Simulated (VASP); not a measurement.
Output of a VASP run:

File OSZICAR:
```
       N       E                     dE             d eps       ncg     rms          rms(c)
DAV:   1     0.813258363128E+02    0.81326E+02   -0.65518E+03  5402   0.117E+03
DAV:   2    -0.770628103200E+01   -0.89032E+02   -0.86397E+02  5504   0.308E+02
DAV:   3    -0.127456716202E+02   -0.50394E+01   -0.47788E+01  8199   0.732E+01
DAV:   4    -0.129127358340E+02   -0.16706E+00   -0.16545E+00  6810   0.115E+01
DAV:   5    -0.129189389349E+02   -0.62031E-02   -0.61985E-02  7827   0.206E+00    0.100E+01
DAV:   6    -0.115969982039E+02    0.13219E+01   -0.11013E+01  6608   0.370E+01    0.318E+00
DAV:   7    -0.114938423954E+02    0.10316E+00   -0.86924E-01  6261   0.103E+01    0.200E+00
DAV:   8    -0.114833302831E+02    0.10512E-01   -0.12547E-01  5985   0.369E+00    0.432E-01
DAV:   9    -0.114820534656E+02    0.12768E-02   -0.16462E-02  6261   0.161E+00    0.236E-01
DAV:  10    -0.114823660381E+02   -0.31257E-03   -0.10677E-03  6830   0.364E-01    0.544E-02
DAV:  11    -0.114823410680E+02    0.24970E-04   -0.22907E-04  6413   0.166E-01    0.412E-02
DAV:  12    -0.114823435551E+02   -0.24871E-05   -0.19609E-05  6230   0.500E-02    0.110E-02
DAV:  13    -0.114823428795E+02    0.67567E-06   -0.95203E-07  4035   0.986E-03
   1 F= -.11482343E+02 E0= -.11481541E+02  d E =-.160325E-02
```

**OUTCAR**
```
------------------------ aborting loop because EDIFF is reached ----------------------------------------
  FORCE on cell =-STRESS in cart. coord.  units (eV):
  Direction    XX          YY          ZZ          XY          YZ          ZX
  --------------------------------------------------------------------------------------
  Total        1.4626101      2.0893084      2.1914281      0.0000000      0.0000000      0.0000000
  in kB       74.9744715    107.0994875    112.3342174      0.0000000      0.0000000      0.0000000
  external PRESSURE =      98.1360588 kB  Pullay stress =       0.0000000 kB
  volume of cell :       31.26
      direct lattice vectors                 reciprocal lattice vectors
     2.829310000  0.000000000  0.000000000     0.353443066  0.000000000  0.000000000
     0.000000000  2.784281000  0.000000000     0.000000000  0.359159151  0.000000000
     0.000000000  0.000000000  3.967639000     0.000000000  0.000000000  0.252039059
 POSITION                                       TOTAL-FORCE (eV/Angst)
 -----------------------------------------------------------------------------------
      0.00000      0.00000      0.00000         0.342758      0.000000      0.000000
      1.48324      1.39214      1.98382        -0.342758      0.000000      0.000000
 -----------------------------------------------------------------------------------
    total drift:                                0.000012      0.000000      0.000000
  FREE ENERGIE OF THE ION-ELECTRON SYSTEM (eV)
  ---------------------------------------------------
  free  energy   TOTEN  =       -11.4823428795 eV

  energy  without entropy=      -11.4807396259  energy(sigma->0) =      -11.48154125
```
(Selected blocks of OUTCAR.)

**POSCAR**
```
TiAl
1
    2.8293100000     0.0000000000     0.0000000000
    0.0000000000     2.7842810000     0.0000000000
    0.0000000000     0.0000000000     3.9676390000
Ti Al
1 1
Direct
  0.0000000000   0.0000000000   0.0000000000
  0.5242410000   0.5000000000   0.5000000000
```

### Question
Reconstruct the remaining input files.

### Answer
One answer among several that fit: the input of the run itself, PBE GGA, plane waves, VASP's PBE PAW potentials (set 64).

KPOINTS:
```
Automatic mesh
0
Gamma
12 12 8
0 0 0
```

### INCAR
```
# general
SYSTEM =TiAl
PREC   =Accurate
ENCUT  =400   # plane-wave cut-off (eV)
LREAL  =.False.   # projection in real space or not
LASPH  =.True.   # aspherical one-centre terms
NELECT =15.1

# electronic loop
EDIFF  =1E-6   # SCF stop (eV)
NELM   =100   # most electronic steps
ALGO   =Normal
LMAXMIX=4   # l cut-off of mixed one-centre charges

# smearing
ISMEAR =0   # Gaussian
SIGMA  =0.05   # width (eV)

# functional
GGA    =PE

# ions
ISIF   =2

# output
LWAVE  =.False.
LCHARG =.False.
```

POTCAR, in this order: Ti_sv Al (PBE.64 set). Program: vasp_std.

The cell is charged, with a uniform compensating background.

The compound is TiAl in the L1_0 structure. The cell was not relaxed at this level, atoms are displaced from their ideal sites. The run is one of a series of settings (ISMEAR = 0, NELECT = 15.1, SIGMA = 0.05 against the base run), some of them coarse on purpose. The electron count is odd and the run is not spin-polarised, which forces a metal.
